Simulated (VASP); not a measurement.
Here is a VASP 6.6.1 calculation.

The input INCAR:

```
SYSTEM = Ta4NiO11
PREC = Accurate
ENCUT = 520
EDIFF = 1E-8
ISMEAR = 0
SIGMA = 0.02
LREAL = .FALSE.
LASPH = .TRUE.
NELM = 120
ALGO = Normal
ISIF = 2
LWAVE = .FALSE.
LCHARG = .FALSE.
ISPIN = 2
MAGMOM = 0 0 0 0 1 0 0 0 0 0 0 0 0 0 0 0
LORBIT = 11
LMAXMIX = 4
GGA = PE
LEPSILON = .TRUE.
KPAR = 4
```

File KPOINTS:

```
regular mesh
0
G
  6 5 4
  0 0 0
```

POSCAR

```
Ta4NiO11
1.0
    4.7708900000      0.0000000000      0.0051300000
    0.0000000000      5.8245400000      0.0000000000
   -1.9862800000      0.0000000000      7.2505100000
Ta Ni O
4 1 11
Direct
    0.6133900000      0.5000000000      0.7604200000
    0.3866100000      0.5000000000      0.2395800000
    0.1661500000      0.0000000000      0.7987500000
    0.8338500000      0.0000000000      0.2012500000
    0.5000000000      0.0000000000      0.5000000000
    0.3327800000      0.7991300000      0.6505300000
    0.6672200000      0.7991300000      0.3494700000
    0.9004700000      0.2578600000      0.8071800000
    0.0995300000      0.2578600000      0.1928200000
    0.6672200000      0.2008700000      0.3494700000
    0.3327800000      0.2008700000      0.6505300000
    0.0995300000      0.7421400000      0.1928200000
    0.9004700000      0.7421400000      0.8071800000
    0.5000000000      0.5000000000      0.0000000000
    0.5000000000      0.0000000000      0.0000000000
    0.5000000000      0.5000000000      0.5000000000
```

Potentials or basis: VASP PAW PBE potentials, release 64 (Ta_pv, Ni, O).

Command:

```sh
$ cat potpaw_PBE.64/Ta_pv/POTCAR potpaw_PBE.64/Ni/POTCAR potpaw_PBE.64/O/POTCAR > POTCAR
$ mpirun -np 4 vasp_std > vasp.out
```

(1) Predict the electronic dielectric tensor (diagonal).

(2) What does it give for the Born charges (mean of the diagonal)?

(3) Estimate the band gap on the k mesh.

Results:

(1) 6.46, 6.49, 6.65.

(2) Ta +7.85, +6.83; Ni +1.08; O -2.22, -3.11, -3.26, -2.63, -3.24 e.

(3) 0.82 eV, indirect (least direct gap 0.87 eV).

Caveat: spin-orbit coupling is left out, which moves the levels of the heavy elements; an odd mesh through Γ misses points on the zone boundary, where band edges often lie.
